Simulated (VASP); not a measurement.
Input:

```xyz
3
Lattice="0.0000 2.5359 2.5359 2.5359 0.0000 2.5359 2.5359 2.5359 0.0000" Properties=species:S:1:pos:R:3 pbc="T T T"
Hf     0.0000     0.0000     0.0000
O      3.8039     3.8039     3.8039
O      1.2680     1.2680     1.2680
```

All values below come from modified Becke-Johnson potential (mBJ) with spin-orbit coupling, VASP's PBE PAW potentials (set 64) (plane waves; VASP 6.6.1). Settings: 500 eV cut-off, 6×6×6 Γ-centred mesh, Gaussian smearing of 0.050 eV, potentials Hf_pv O.

mBJ is a potential without an energy functional, so only the levels count.

**Question.** Give the energies of bands 15 to 28 at the high-symmetry points, in eV from the valence-band maximum.

**Answer.** 
```
band      Γ      X      U      L      W
----  -----  -----  -----  -----  -----
15    -4.96  -3.06  -3.02  -2.77  -2.42
16    -4.96  -3.06  -3.02  -2.77  -2.42
17    -0.63  -1.40  -2.04  -2.41  -2.28
18    -0.63  -1.40  -2.04  -2.41  -2.28
19    -0.48  -1.34  -1.17  -1.79  -1.23
20    -0.48  -1.34  -1.17  -1.79  -1.23
21    -0.48   0.00  -0.31  -1.60  -0.20
22    -0.48   0.00  -0.31  -1.60  -0.20
23     5.70   5.71   6.10   6.23   6.54
24     5.70   5.71   6.10   6.23   6.54
25     5.70   7.18   7.15   6.50   6.93
26     5.70   7.18   7.15   6.50   6.93
27     8.09   7.88   8.14   8.13   8.17
28     8.09   7.88   8.14   8.13   8.17
```

The gap is indirect, 5.70 eV, from the valence maximum at X to the conduction minimum at Γ.

The structure comes from a computed database's HfO2 entry (Fm-3m); how it stands against other phases isn't given here. It was relaxed first. The cell's shape comes from a PBE relaxation.
